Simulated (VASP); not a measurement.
A convergence study with VASP on MnO: one setting is varied, all else stays as given below, so the limit is that of these other settings.

```
MnO
1.0
    3.12386     0.00000     0.00000
   -3.12386     3.12386     0.00000
    0.00000     0.00000    20.62670
Mn O
4 4
Cartesian
  0.00000   0.00000   9.20889
  1.56193   1.56193   7.00000
  0.00000   0.00000  13.62670
  1.56193   1.56193  11.41781
  1.56193   1.56193   9.20889
  0.00000   0.00000   7.00000
  1.56193   1.56193  13.62670
  0.00000   0.00000  11.41781
```
Starting moments (μB, in the order of the record's atoms Mn Mn Mn Mn O O O O): 4.0 4.0 4.0 4.0 0.0 0.0 0.0 0.0.

These are PBE GGA + U (Dudarev), VASP's PBE PAW potentials (set 64) (plane waves; VASP 6.6.1) values and carry that method's errors. The tightest run used: Mn 3.90 eV.

The moments were started parallel, and other spin orders were not tried in this run. Gaps are read on the run's mesh, which can miss a band edge.

Q: The settings run are 3×3×1 mesh; 4×4×1 mesh; 5×5×1 mesh; 6×6×1 mesh; 7×7×1 mesh; 8×8×1 mesh; 9×9×1 mesh; 11×11×1 mesh; 13×13×1 mesh; 15×15×1 mesh; 17×17×1 mesh. From which on does the energy per atom stay within 0.002 eV/atom of the tightest run?

A: From 5×5×1 mesh on: it is off by 0.0013 there and by no more than 0.002 in any finer run, while 4×4×1 mesh is off by 0.0037.
```json
[
 {"setting": "3×3×1 mesh", "E (eV/atom)": "-7.6329", "largest force (eV/Å)": "0.287", "gap on the mesh (eV)": "0.522", "irreducible k-points": "3", "difference judged (eV/atom)": "0.0195"},
 {"setting": "4×4×1 mesh", "E (eV/atom)": "-7.6487", "largest force (eV/Å)": "0.292", "gap on the mesh (eV)": "0.052", "irreducible k-points": "6", "difference judged (eV/atom)": "0.0037"},
 {"setting": "5×5×1 mesh", "E (eV/atom)": "-7.6511", "largest force (eV/Å)": "0.307", "gap on the mesh (eV)": "0.226", "irreducible k-points": "6", "difference judged (eV/atom)": "0.0013"},
 {"setting": "6×6×1 mesh", "E (eV/atom)": "-7.6521", "largest force (eV/Å)": "0.303", "gap on the mesh (eV)": "0.052", "irreducible k-points": "10", "difference judged (eV/atom)": "0.0003"},
 {"setting": "7×7×1 mesh", "E (eV/atom)": "-7.6525", "largest force (eV/Å)": "0.309", "gap on the mesh (eV)": "0.139", "irreducible k-points": "10", "difference judged (eV/atom)": "0.0001"},
 {"setting": "8×8×1 mesh", "E (eV/atom)": "-7.6526", "largest force (eV/Å)": "0.306", "gap on the mesh (eV)": "0.050", "irreducible k-points": "15", "difference judged (eV/atom)": "0.0002"},
 {"setting": "9×9×1 mesh", "E (eV/atom)": "-7.6524", "largest force (eV/Å)": "0.308", "gap on the mesh (eV)": "0.101", "irreducible k-points": "15", "difference judged (eV/atom)": "0.0000"},
 {"setting": "11×11×1 mesh", "E (eV/atom)": "-7.6524", "largest force (eV/Å)": "0.308", "gap on the mesh (eV)": "0.083", "irreducible k-points": "21", "difference judged (eV/atom)": "0.0000"},
 {"setting": "13×13×1 mesh", "E (eV/atom)": "-7.6525", "largest force (eV/Å)": "0.308", "gap on the mesh (eV)": "0.072", "irreducible k-points": "28", "difference judged (eV/atom)": "0.0001"},
 {"setting": "15×15×1 mesh", "E (eV/atom)": "-7.6526", "largest force (eV/Å)": "0.308", "gap on the mesh (eV)": "0.066", "irreducible k-points": "36", "difference judged (eV/atom)": "0.0002"},
 {"setting": "17×17×1 mesh", "E (eV/atom)": "-7.6524", "largest force (eV/Å)": "0.308", "gap on the mesh (eV)": "0.062", "irreducible k-points": "45", "difference judged (eV/atom)": "0.0000"}
]
```

Left out are rungs that failed or repeat a setting and relaxations that didn't move; long series are thinned to 24 rows.

The cell is a sheet or thin cut with vacuum, built from a generated structure.
